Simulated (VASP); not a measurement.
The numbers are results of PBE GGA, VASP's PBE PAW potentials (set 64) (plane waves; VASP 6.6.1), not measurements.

The input files of a VASP run:

File KPOINTS:
```
K-points
0
Gamma
  10 10 6
0 0 0
```

File POSCAR:
```
SiC
1
    1.5455750148    -2.6770142062     0.0000000000
    1.5455750148     2.6770142062     0.0000000000
    0.0000000000     0.0000000000     5.0758585172
Si C
2 2
Direct
  0.6666670000   0.3333330000   0.4995769961
  0.3333330000   0.6666670000   0.9995769961
  0.6666670000   0.3333330000   0.8754230039
  0.3333330000   0.6666670000   0.3754230039
```

**INCAR**
```
! general
SYSTEM  = SiC
PREC    = Accurate
ENCUT   = 520
LREAL   = .FALSE.
LASPH   = .TRUE.
NBANDS  = 36

! electronic loop
EDIFF   = 1E-7
NELM    = 100
ALGO    = Normal

! smearing
ISMEAR  = 0
SIGMA   = 0.01

! functional
GGA     = PE

! output
LWAVE   = .FALSE.
LCHARG  = .FALSE.
NEDOS   = 1001

! other
LOPTICS = .TRUE.
CSHIFT  = 0.1
```

POTCAR, in this order: Si C (PBE.64 set). Program: vasp_std.

Predict the energy per atom (σ→0).

```yaml
energy per atom (σ→0): -7.528 eV/atom
```

### OSZICAR
```
...
DAV:   9    -0.301098016340E+02    0.68164E-03   -0.14590E-03  4536   0.198E-01    0.119E-01
DAV:  10    -0.301101060326E+02   -0.30440E-03   -0.49935E-04  4584   0.752E-02    0.473E-02
DAV:  11    -0.301101208246E+02   -0.14792E-04   -0.14378E-05  4900   0.183E-02    0.141E-02
DAV:  12    -0.301101211202E+02   -0.29558E-06   -0.15092E-06  4524   0.508E-03    0.538E-03
DAV:  13    -0.301101214954E+02   -0.37525E-06   -0.48572E-07  4656   0.285E-03    0.217E-03
DAV:  14    -0.301101214564E+02    0.39002E-07   -0.37460E-08  3264   0.675E-04
   1 F= -.30110121E+02 E0= -.30110121E+02  d E =-.401922E-11
 imaginary and real dielectric function
```

The compound is SiC in the wurtzite structure, the rare 2H polytype. It was relaxed first.
